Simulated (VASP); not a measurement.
An input for Quantum ESPRESSO's pw.x (written as the equivalent of a VASP run, and not itself run):

```
&CONTROL
  calculation = 'vc-relax'
  pseudo_dir = './pseudo'
  outdir = './out'
  tprnfor = .true.
  tstress = .true.
  nstep = 30
  forc_conv_thr = 0.00039
/
&SYSTEM
  ibrav = 0
  nat = 4
  ntyp = 2
  ecutwfc = 84
  occupations = 'smearing'
  smearing = 'gaussian'
  degauss = 0.003675
  input_dft = 'pbesol'
/
&ELECTRONS
  conv_thr = 7.3e-09
  electron_maxstep = 100
/
&IONS
/
&CELL
  cell_dofree = 'shape'
/
ATOMIC_SPECIES
  Pb 207.200 Pb.upf
  O 15.999 O.upf
CELL_PARAMETERS angstrom
     3.9494180    0.0000000    0.0000000
     0.0000000    3.9494180    0.0000000
     0.0000000    0.0000000    4.9810722
ATOMIC_POSITIONS crystal
  Pb   0.5000000  0.0000000  0.7642972
  Pb   0.0000000  0.5000000  0.2357028
  O    0.5000000  0.5000000  0.0000000
  O    0.0000000  0.0000000  0.0000000
K_POINTS automatic
  6 6 5 0 0 0
```

Write the VASP files for the same calculation (PBEsol).

One answer among several that fit: 
### POSCAR
```
PbO
1
    3.9494179787     0.0000000000     0.0000000000
    0.0000000000     3.9494179787     0.0000000000
    0.0000000000     0.0000000000     4.9810722392
Pb O
2 2
Direct
  0.5000000000   0.0000000000   0.7642971501
  0.0000000000   0.5000000000   0.2357028499
  0.5000000000   0.5000000000   0.0000000000
  0.0000000000   0.0000000000   0.0000000000
```

### INCAR
```
ALGO  =  Normal
EDIFF  =  1E-7
EDIFFG  =  -0.01
ENCUT  =  520
GGA  =  PS
IBRION  =  2
ISIF  =  4
ISMEAR  =  0
LASPH  =  .True.
LCHARG  =  .False.
LMAXMIX  =  4
LREAL  =  .False.
LWAVE  =  .False.
NELM  =  100
NSW  =  30
PREC  =  Accurate
SIGMA  =  0.05
SYSTEM  =  PbO
```

**KPOINTS**
```
Automatic mesh
0
Gamma
6 6 5
0 0 0
```

POTCAR, in this order: Pb_d O (PBE.64 set). Program: vasp_std.

What does not carry over: the potentials are each code's own (VASP's PAW set, PseudoDojo norm-conserving files in pw.x), so ENCUT and ecutwfc are chosen apart and not converted; conv_thr bounds pw.x's estimated SCF error, while EDIFF bounds the energy change between steps; forc_conv_thr acts on force components and is met together with etot_conv_thr.

The compound is PbO in the litharge structure. This cell is one point of a volume scan, at 0.97 of the reference volume. Symmetry was kept, so distortions that lower it aren't found.
